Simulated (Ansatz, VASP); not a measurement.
# SiC (SiC, zinc blende or diamond type, a = 4.314 A) in two plane-wave programs

Aim: how closely do two programs agree when they are given the same cell, functional and k mesh? The cell is taken from a series of runs on this material, whose earlier steps may have relaxed, scaled, displaced or heated it; both programs get it as it stands.

Method: plane waves, with VASP 6.6.1 beside it; LDA, in Ansatz 0.2.0.

### 1. The structure

It takes space group F-43m (No. 216, cubic). The conventional cell has a = 4.314 Å, b = 4.314 Å, c = 4.314 Å, α = 90.00°, β = 90.00°, γ = 90.00°. Nearest to Si lie 4 C at 1.87 Å. C has 4 Si at 1.87 Å nearest. Farther neighbours are not listed.

### 2. Ansatz: single point, LDA

Ansatz runs on its default PAW (the set named soft_2) files.

A single point takes one fixed geometry, so differences don't come from the geometry; what else differs is listed under the comparison.

File input.yaml:

```yaml
crystal:
  lattice:
    - [3.050458654, 0.0, 0.0]
    - [0.0, 3.050458654, 0.0]
    - [0.0, 0.0, 4.314]
  atoms:
    - { symbol: Si, position: [0.0, 0.0, 0.0] }
    - { symbol: C, position: [0.5, 0.0, 0.25] }
    - { symbol: Si, position: [0.5, 0.5, 0.5] }
    - { symbol: C, position: [0.0, 0.5, 0.75] }
kpoints:
  mp_grid: { grid: [8, 8, 6] }
hamiltonian:
  xc: lda
scf:
  occupations: { method: fixed }
  convergence: { dr2_threshold: 1.0e-09 }
output:
  transmission:
    leads: [[0, 0]]
    kpoints: [[0, 0], [0.5, 0], [0.5, 0.5], [0.25, 0]]
    e_range: [-2.04, 4.93]
    de: 0.17
```

Run with:

```console
$ ansatz run input.yaml --threads 2 --pin off --max-ram 4096MiB --backend cpu --events-out ev --progress --plain --runs-dir out
```

Numbers of over 12 decimals in the logs are rounded to 6 here.

What it wrote:

```text
Engine: ansatz 0.2.0, x86_64-unknown-linux-gnu
Pseudopotentials: kind: paw
Pseudopotential: Si, paw, valence charge 4, recommended cutoff 420 eV (normal), Si.paw.azcp
Pseudopotential: C, paw, valence charge 4, recommended cutoff 420 eV (normal), C.paw.azcp
Functional definition: SPW92
  exchange = slater_x
  correlation = pw_c
Crystal: 4 atoms, lattice volume = 40.143 Å³
Basis set: ecut = 420 eV, 775 PW (Γ)
Bands: 12, of which v1, the nominal top of the filled ones, is band 8 counted from 1 (7 counted from 0)
Symmetry: 16 space group operations
Space group: F-43m (ITA 216), of the structure as read, at distance tolerance 3.4e-5 Å
k-points: 60 of 384 (time reversal used)
Non-local potential: Si, projectors of the file, l = 0: 2, l = 1: 2, l = 2: 2
Non-local potential: C, projectors of the file, l = 0: 2, l = 1: 2, l = 2: 1
PAW form: soft (Blöchl's): semilocal exchange-correlation on the pseudo side does not see the compensation charge
PAW frozen core: Si, regenerated for the run's functional, and the local potential with it (the file was generated under x = pbe(κ = 0.804, μ = 0.219515), c = pbe(β = 0.066725))
PAW frozen core: C, regenerated for the run's functional, and the local potential with it (the file was generated under x = pbe(κ = 0.804, μ = 0.219515), c = pbe(β = 0.066725))
PAW one-centre angular grid: Si, 110 points (default); XC on 64 Gauss nodes
PAW one-centre angular grid: C, 110 points (default); XC on 64 Gauss nodes
Initial density: superposition of atomic densities (neutral atoms: chi_scale 0, normalization atom), corrected by the library's trained network
Initial wavefunctions: pseudopotential atomic-orbital guess
Functional: x = slater, c = lda
SCF iter   1: F=—  HF=-1704.403868 eV  |F-HF|=—  |Δ(HF+E_count)|=         —  Δρ=7.42e-3  dr2=2.14e-2  ethr=1.77e-3  ⟨swp⟩=4.2  Hψ=4126  notcnv=0  defer=117
preconditioner: auto → none  [insulator: Δε(μ)=1.222 eV  Ē_g=12.073 eV  n_scr=6 (ndim 8)  ℏωp=23.4 eV  f_vac=0.000  ε∞_Penn≈4.8]
SCF iter   2: F=—  HF=-1704.398004 eV  |F-HF|=—  |Δ(HF+E_count)|=   5.86e-3  Δρ=3.32e-3  dr2=1.93e-3  ethr=1.34e-4  ⟨swp⟩=2.9  Hψ=1737  notcnv=0  defer=120
SCF iter   3: F=—  HF=-1704.397502 eV  |F-HF|=—  |Δ(HF+E_count)|=   5.02e-4  Δρ=1.39e-3  dr2=3.07e-4  ethr=1.21e-5  ⟨swp⟩=2.7  Hψ=1268  notcnv=0  defer=119
SCF iter   4: F=—  HF=-1704.397433 eV  |F-HF|=—  |Δ(HF+E_count)|=   6.86e-5  Δρ=4.15e-4  dr2=2.78e-5  ethr=1.92e-6  ⟨swp⟩=1.0  Hψ=720  notcnv=0  defer=10
SCF iter   5: F=—  HF=-1704.397426 eV  |F-HF|=—  |Δ(HF+E_count)|=   6.92e-6  Δρ=5.56e-5  dr2=5.29e-7  ethr=1.74e-7  ⟨swp⟩=1.3  Hψ=800  notcnv=0
SCF iter   6: F=—  HF=-1704.397428 eV  |F-HF|=—  |Δ(HF+E_count)|=   1.68e-6  Δρ=3.01e-6  dr2=1.22e-9  ethr=3.31e-9  ⟨swp⟩=2.6  Hψ=1198  notcnv=0
SCF iter   7: F=-1704.397428 eV  HF=-1704.397428 eV  |F-HF|=6.82e-12  |Δ(HF+E_count)|=  1.70e-10  Δρ=3.35e-7  dr2=1.96e-11  ethr=6.25e-12  ⟨swp⟩=2.9  Hψ=2264  notcnv=0
SCF 1 converged in 7 iterations: F = -1704.397428 eV  dr2 = 1.96e-11
  greatest PAW one-centre occupation: 0.641 electrons in one spin orbital (limit 2), on the C atom at site 3 (counted from 0), in its partial waves of l = 0
transmission: 6 of 24 steps passed
transmission: 12 of 24 steps passed
transmission: 18 of 24 steps passed
transmission: 24 of 24 steps passed
SCF converged after 7 iterations
Free energy (F): -1704.397428 eV
Harris-Foulkes:  -1704.397428 eV  (|F-HF|=6.82e-12)
Internal energy: -1704.397428 eV  (E = F + TS)
E sigma→0 (E₀):  -1704.397428 eV
Fermi energy:    9.630624 eV
--- Per-component energies (eV) ---
  E_band       = 59.001464
  E_kinetic    = 274.752021
  E_local      = -208.875386  (includes V_loc(G=0)·N_el)
  E_nonlocal   = 108.663847
  E_hartree    = 62.963628
  E_xc         = -210.535249
  E_vxc        = -220.161598  (∫ρ·V_xc dr)
  E_paw        = -1156.283866  (= ΣΔE_a)
  E_vpaw       = -21.304677  (= ΣTr[D̂ρ^β])
  E_aug_tail   = 0.000030  (compensation charges beyond the density's cutoff)
  E_ewald      = -575.376780
  E_core_change = 0.294326  (= ΣΔE_core)
  E_smearing   = -0.000000  (= −TS)
  E_closure    = -0.000000  (closes the sum)
  Σ components = -1704.397428   (vs F -1704.397428, Δ=0.00e0)
--- Band table (eV; the first three rows and the last of 60) ---
  k-point 0: bands = [... 4 lower, 6.3783, 9.6306, 9.6306, 9.6306, 10.9214, 13.9305, 16.2559, 17.0411]
  k-point 1: bands = [... 4 lower, 6.5288, 9.1092, 9.2833, 9.2833, 11.2548, 14.1529, 16.3942, 16.8632]
  k-point 2: bands = [... 4 lower, 6.9687, 7.8835, 8.4990, 8.4990, 12.2356, 14.8351, 15.2376, 17.1890]
  k-point 59: bands = [... 4 lower, 4.4737, 4.4737, 4.8044, 4.8044, 14.8130, 14.8130, 19.2421, 19.2421]
--- Transmission ---
  basis      : 81 plane waves across, 6 finite elements along
  points     : 4, as listed
  energies   : 42 from -2.040000 to 4.930000 eV about the Fermi level, 0.170000 eV apart; the leads are filled to 0.645387 eV, and channels, transmission and decay are at 0.680000 eV
  crystal 0  : C2Si2, at the sites [0, 0], period 4.3140 Å: whole cells are its period
    offset         : up to 0.0000 Å between an atom of the period and one for which it stands
    channels       : 0.000000e0 a spin
    conductance    : none, the energies end too early or step too widely for 300 K: set another output.transmission.e_range or a lower de, or, where they end at an eighth of basis.ecutwfc, a higher one
    slowest decay  : 0.1798 /Å at (0.5000, 0.5000)
```

### 3. VASP: single point, LDA

The same cell, functional (in two slightly different forms) and mesh now go to VASP, with its own data sets.

Lines of VASP's logs that name or quote its potential files are left out, and so is its time.

File INCAR:

```
SYSTEM = SiC
PREC = Accurate
ENCUT = 520
EDIFF = 1E-06
NELM = 120
ISMEAR = 0
SIGMA = 0.01
LREAL = .FALSE.
ALGO = Normal
GGA = PW92
NBANDS = 14
LORBIT = 11
LWAVE = .FALSE.
LCHARG = .FALSE.
ISIF = 2
LASPH = .TRUE.
GGA_COMPAT = .FALSE.
EFERMI = MIDGAP
```

File POSCAR:

```
SiC
1.0
    3.0504586540      0.0000000000      0.0000000000
    0.0000000000      3.0504586540      0.0000000000
    0.0000000000      0.0000000000      4.3140000000
Si C
2 2
Direct
    0.0000000000      0.0000000000      0.0000000000
    0.5000000000      0.5000000000      0.5000000000
    0.5000000000      0.0000000000      0.2500000000
    0.0000000000      0.5000000000      0.7500000000
```

File KPOINTS:

```
Automatic mesh
0
Gamma
8 8 6
0 0 0
```

PAW data sets: Si and C (LDA family, release 64).

Run with:

```console
$ mpirun -np 1 vasp_std
```

What it wrote:

```text
[banner, memory and clock lines left out]
running    1 mpi-ranks, on    1 nodes
 distrk:  each k-point on    1 cores,    1 groups
 distr:  one band on    1 cores,    1 groups

 POSCAR found type information on POSCAR SiC
 POSCAR found :  2 types and       4 ions
|                                                                             |
|               ----> ADVICE to this user running VASP <----                  |
|                                                                             |
|     You enforced a specific xc type in the INCAR file but a different       |
|     [... a line on the potential file left out ...]
|     I HOPE YOU KNOW WHAT YOU ARE DOING!                                     |
|                                                                             |

 LDA part: xc-table for (Slater(with rela. corr.)+PW92), standard interpolation
 POSCAR, INCAR and KPOINTS ok, starting setup
 FFT: planning ... GRIDC
 FFT: planning ... GRID_SOFT
 FFT: planning ... GRID
 WAVECAR not read
 entering main loop
       N       E                     dE             d eps       ncg     rms          rms(c)
DAV:   1     0.256486443194E+02    0.25649E+02   -0.73229E+03  1688   0.100E+03
DAV:   2    -0.348138655121E+02   -0.60463E+02   -0.55658E+02  2306   0.173E+02
DAV:   3    -0.375495690065E+02   -0.27357E+01   -0.27222E+01  2238   0.349E+01
DAV:   4    -0.375758725819E+02   -0.26304E-01   -0.26296E-01  2022   0.412E+00
DAV:   5    -0.375762283753E+02   -0.35579E-03   -0.35565E-03  2262   0.449E-01    0.133E+01
DAV:   6    -0.334723636982E+02    0.41039E+01   -0.98957E+00  2124   0.190E+01    0.616E+00
DAV:   7    -0.333456590085E+02    0.12670E+00   -0.11845E+00  2178   0.669E+00    0.251E+00
DAV:   8    -0.333067142318E+02    0.38945E-01   -0.67132E-02  1950   0.167E+00    0.671E-01
DAV:   9    -0.333020338681E+02    0.46804E-02   -0.85064E-03  2088   0.632E-01    0.121E-01
DAV:  10    -0.333020834287E+02   -0.49561E-04   -0.51702E-04  2046   0.157E-01    0.640E-02
DAV:  11    -0.333020863051E+02   -0.28764E-05   -0.15247E-05  2118   0.320E-02    0.196E-02
DAV:  12    -0.333020853058E+02    0.99933E-06   -0.21122E-06  1746   0.910E-03
   1 F= -.33302085E+02 E0= -.33302085E+02  d E =0.000000E+00
```

Parts of OUTCAR (step 3):

```text
ion  position               nearest neighbor table
   1  0.000  0.000  0.000-   3 1.87   4 1.87   4 1.87   3 1.87   2 3.05   2 3.05   2 3.05   2 3.05
                             2 3.05   2 3.05   2 3.05   2 3.05
   2  0.500  0.500  0.500-   3 1.87   4 1.87   3 1.87   4 1.87   1 3.05   1 3.05   1 3.05   1 3.05
                             1 3.05   1 3.05   1 3.05   1 3.05
   3  0.500  0.000  0.250-   1 1.87   2 1.87   2 1.87   1 1.87
   4  0.000  0.500  0.750-   1 1.87   2 1.87   1 1.87   2 1.87

  LATTYP: Found a simple tetragonal cell.
 ALAT       =     3.0504586540
 C/A-ratio  =     1.4142135624

 Subroutine GETGRP returns: Found  8 space group operations
 (whereof  8 operations were pure point group operations)

The static configuration has the point symmetry D_2d.

 Found     60 irreducible k-points:

   k-points           NKPTS =     60   k-points in BZ     NKDIM =     60   number of bands    NBANDS=     14

   dimension x,y,z NGX =    24 NGY =   24 NGZ =   32
   dimension x,y,z NGXF=    48 NGYF=   48 NGZF=   64

   ENCUT  =  520.0 eV  38.22 Ry    6.18 a.u.   5.67  5.67  8.02*2*pi/ulx,y,z

   NELECT =      16.0000    total number of electrons

 k-points in reciprocal lattice and weights: Automatic mesh
   0.00000000  0.00000000  0.00000000       0.003
   0.12500000  0.00000000  0.00000000       0.010
   0.25000000  0.00000000  0.00000000       0.010
   0.37500000  0.00000000  0.00000000       0.010
   0.50000000  0.00000000  0.00000000       0.005
   0.12500000  0.12500000  0.00000000       0.010
   0.25000000  0.12500000  0.00000000       0.021
   0.37500000  0.12500000  0.00000000       0.021
   0.50000000  0.12500000  0.00000000       0.010
[...]
0.50000000  0.37500000  0.50000000       0.010
   0.50000000  0.50000000  0.50000000       0.003

 average (electrostatic) potential at core
       1 -81.5184       2 -81.5184       3 -48.5931       4 -48.5931

 E-fermi :   9.0533

 k-point     1 :       0.0000    0.0000    0.0000
  band No.  band energies     occupation
    ...
      4       5.1613      2.00000
      5       5.1613      2.00000
      6       8.4118      2.00000
      7       8.4119      2.00000
      8       8.4119      2.00000
      9       9.6947      0.00000
     10      12.7120      0.00000
     11      15.0655      0.00000
     12      15.8186      0.00000
     13      15.8186      0.00000
    ...

 k-point     2 :       0.1250    0.0000    0.0000
  band No.  band energies     occupation
    ...
      4       4.0759      2.00000
      5       5.3176      2.00000
      6       7.5138      2.00000
      7       7.9962      2.00000
      8       8.3912      2.00000
      9      10.4511      0.00000
     10      13.7219      0.00000
     11      15.3572      0.00000
     12      15.7979      0.00000
     13      15.9464      0.00000
    ...

 k-point     3 :       0.2500    0.0000    0.0000
  band No.  band energies     occupation
    ...
      4       2.6929      2.00000
      5       5.7314      2.00000
      6       5.7675      2.00000
      7       6.8825      2.00000
      8       8.2599      2.00000
      9      11.4756      0.00000
     10      15.6090      0.00000
     11      15.9748      0.00000
     12      16.2397      0.00000
     13      16.2804      0.00000
    ...

  Total        0.6429767      0.6429767      0.6356919      0.0000000      0.0000000      0.0000000
  in kB       25.6622907     25.6622907     25.3715390      0.0000000      0.0000000      0.0000000
  external PRESSURE =      25.5653735 kB  Pullay stress =       0.0000000 kB

  energy-cutoff  :      520.00
  volume of cell :       40.14
      direct lattice vectors                 reciprocal lattice vectors
     3.050458654  0.000000000  0.000000000     0.327819555  0.000000000  0.000000000
     0.000000000  3.050458654  0.000000000     0.000000000  0.327819555  0.000000000
     0.000000000  0.000000000  4.314000000     0.000000000  0.000000000  0.231803431

 POSITION                                       TOTAL-FORCE (eV/Angst)
 -----------------------------------------------------------------------------------
      0.00000      0.00000      0.00000        -0.000000      0.000000      0.000000
      1.52523      1.52523      2.15700         0.000000     -0.000000     -0.000000
      1.52523      0.00000      1.07850         0.000000     -0.000000      0.000000
      0.00000      1.52523      3.23550        -0.000000      0.000000      0.000000
 -----------------------------------------------------------------------------------
    total drift:                                0.000000      0.000000     -0.000000

  FREE ENERGIE OF THE ION-ELECTRON SYSTEM (eV)
  ---------------------------------------------------
  free  energy   TOTEN  =       -33.3020853058 eV

  energy  without entropy=      -33.3020853058  energy(sigma->0) =      -33.30208531

 total charge
# of ion       s       p       d       tot
------------------------------------------
    1        0.716   1.006   0.000   1.721
    2        0.716   1.006   0.000   1.721
    3        0.832   1.740   0.000   2.572
    4        0.832   1.740   0.000   2.572
--------------------------------------------------
tot          3.095   5.491   0.000   8.586

[... 3 further parts left out ...]
```

The run ends at a pressure of 2.56 GPa.

### 4. Differences

Known differences besides the potentials themselves: fixed occupations in Ansatz, narrow Gaussian smearing in VASP; the cutoff is 420 eV in Ansatz and 520 eV in VASP; VASP's log shows a relativistic correction to its local exchange, Ansatz's none. Total energies have different zeros and are not compared.

Both answers:

| quantity | Ansatz | VASP | difference |
| --- | --- | --- | --- |
| gap on the k mesh (eV) | 1.291 | 1.283 | +0.008 |

A gap on the mesh is an upper bound, since the band edges may lie between its points.

### 5. What came out

```json
{
 "difference in gap on the k mesh (single point, LDA)": "0.0080 eV"
}
```

In words: The difference in gap on the k mesh is 0.0080 eV (single point, LDA), within the 0.08 eV picked in this series as the mark of a large difference. Such differences can come from data sets, numerical settings and the points named under the comparisons, not from the functional's error against experiment.

[Lines on the potential files, build, host, timing and source positions are cut from VASP's logs without a mark.]

[Logs are printed without paths, hosts, clocks, repeated set-up lines and the standing remarks that a program may print on its own settings, such as how far it seeks lower states.]

[Hosts, paths, dates, database ids (printed as entryN), source tags and the programs' standing remarks are cut or masked in the printed files.]
